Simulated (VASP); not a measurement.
Computed with PBE GGA, VASP's PBE PAW potentials (set 64) (plane waves; VASP 6.6.1).

Input for VASP

INCAR:
```
LASPH=.TRUE.   ! aspherical one-centre terms
NELM=100   ! most electronic steps
GGA=PE   ! PBE
LREAL=.FALSE.   ! projection in real space or not
PSTRESS=300   ! kbar
LORBIT=10
PREC=Accurate
SYSTEM=NiO
IBRION=2   ! conjugate gradients
EDIFFG=-0.02
MAGMOM=1.4 -1.4 0.0 0.0
ISMEAR=0
NSW=40
SIGMA=0.05   ! width (eV)
ISPIN=2   ! spin-polarised
LWAVE=.FALSE.
ENCUT=620   ! plane-wave cut-off (eV)
ISIF=3
LMAXMIX=4   ! l cut-off of mixed one-centre charges
ALGO=Normal   ! blocked Davidson
LCHARG=.FALSE.
EDIFF=1E-6   ! SCF stop (eV)
```

**KPOINTS**
```
Automatic mesh
0
G
  9 9 9
```

File POSCAR:
```
NiO
1
    4.0206515132     2.0018577672     2.0018577672
    2.0018577672     4.0206515132     2.0018577672
    2.0018577672     2.0018577672     4.0206515132
Ni O
2 2
Direct
  0.0000000000   0.0000000000   0.0000000000
  0.5000000000   0.5000000000   0.5000000000
  0.2500000000   0.2500000000   0.2500000000
  0.7500000000   0.7500000000   0.7500000000
```

POTCAR, in this order: Ni O (PBE.64 set). Program: vasp_std.

Output

OSZICAR:
```
       N       E                     dE             d eps       ncg     rms          rms(c)
DAV:   1     0.277806390220E+03    0.27781E+03   -0.17863E+04  6952   0.248E+03
DAV:   2     0.470553995568E+01   -0.27310E+03   -0.25562E+03  7012   0.444E+02
DAV:   3    -0.261209483812E+02   -0.30826E+02   -0.29362E+02  7772   0.169E+02
DAV:   4    -0.270772671834E+02   -0.95632E+00   -0.95087E+00  7640   0.311E+01
DAV:   5    -0.271036902675E+02   -0.26423E-01   -0.26412E-01  8232   0.487E+00    0.231E+01
DAV:   6    -0.239975510374E+02    0.31061E+01   -0.37279E+01 10152   0.107E+02    0.212E+01
DAV:   7    -0.230657631660E+02    0.93179E+00   -0.62930E+00  8928   0.714E+01    0.109E+01
DAV:   8    -0.231963410434E+02   -0.13058E+00   -0.14951E+00  7768   0.110E+01    0.695E+00
DAV:   9    -0.231288419723E+02    0.67499E-01   -0.11075E-01 11136   0.964E+00    0.117E+00
DAV:  10    -0.231392368407E+02   -0.10395E-01   -0.52694E-02  9784   0.301E+00    0.494E-01
DAV:  11    -0.231396614342E+02   -0.42459E-03   -0.43420E-03  9612   0.211E+00    0.111E-01
DAV:  12    -0.231398355843E+02   -0.17415E-03   -0.13923E-03  8044   0.370E-01    0.646E-02
DAV:  13    -0.231398204031E+02    0.15181E-04   -0.14006E-04 10836   0.172E-01    0.250E-02
DAV:  14    -0.231398198638E+02    0.53930E-06   -0.22434E-05  9048   0.107E-01    0.224E-02
DAV:  15    -0.231398201274E+02   -0.26354E-06   -0.64982E-06  7244   0.472E-02
   1 F= -.17016241E+02 E0= -.17016241E+02  d E =-.170162E+02  mag=     0.0000
```

File OUTCAR:
```
------------------------ aborting loop because EDIFF is reached ----------------------------------------
  FORCE on cell =-STRESS in cart. coord.  units (eV):
  Direction    XX          YY          ZZ          XY          YZ          ZX
  --------------------------------------------------------------------------------------
  Total        6.0928499      6.0928499      6.0928499     -0.0415040     -0.0415040     -0.0415040
  in kB      298.4945275    298.4945275    298.4945275     -2.0333184     -2.0333184     -2.0333184
  external PRESSURE =      -1.5054725 kB  Pullay stress =     300.0000000 kB
  volume of cell :       32.70
      direct lattice vectors                 reciprocal lattice vectors
     4.020651513  2.001857767  2.001857767     0.371770342 -0.123574961 -0.123574961
     2.001857767  4.020651513  2.001857767    -0.123574961  0.371770342 -0.123574961
     2.001857767  2.001857767  4.020651513    -0.123574961 -0.123574961  0.371770342
 POSITION                                       TOTAL-FORCE (eV/Angst)
 -----------------------------------------------------------------------------------
      0.00000      0.00000      0.00000         0.000000     -0.000000     -0.000000
      4.01218      4.01218      4.01218        -0.000000      0.000000      0.000000
      2.00609      2.00609      2.00609         0.000000     -0.000000     -0.000000
      6.01828      6.01828      6.01828        -0.000000      0.000000     -0.000000
 -----------------------------------------------------------------------------------
    total drift:                                0.000000     -0.000000     -0.000000
  FREE ENERGIE OF THE ION-ELECTRON SYSTEM (eV)
  ---------------------------------------------------
  free  energy   TOTEN  =       -23.1398201274 eV

  energy  without entropy=      -23.1398201274  energy(sigma->0) =      -23.13982013
  enthalpy is  TOTEN    =       -17.0162406419 eV   P V=        6.1235794855

 total charge

# of ion       s       p       d       tot
------------------------------------------
    1        0.368   0.496   8.356   9.220
    2        0.368   0.496   8.356   9.220
    3        1.560   3.473   0.000   5.033
    4        1.560   3.473   0.000   5.033
--------------------------------------------------
tot          3.857   7.937  16.711  28.505

 magnetization (x)

# of ion       s       p       d       tot
------------------------------------------
    1       -0.012  -0.017   1.302   1.273
    2        0.012   0.017  -1.302  -1.273
    3        0.000   0.000   0.000   0.000
    4        0.000   0.000   0.000   0.000
--------------------------------------------------
tot         -0.000   0.000   0.000  -0.000

 reached required accuracy - stopping structural energy minimisation
```
(Selected blocks of OUTCAR.)

The compound is NiO in the rock salt, AFM-II order structure. It was relaxed first under an external pressure of 30 GPa.
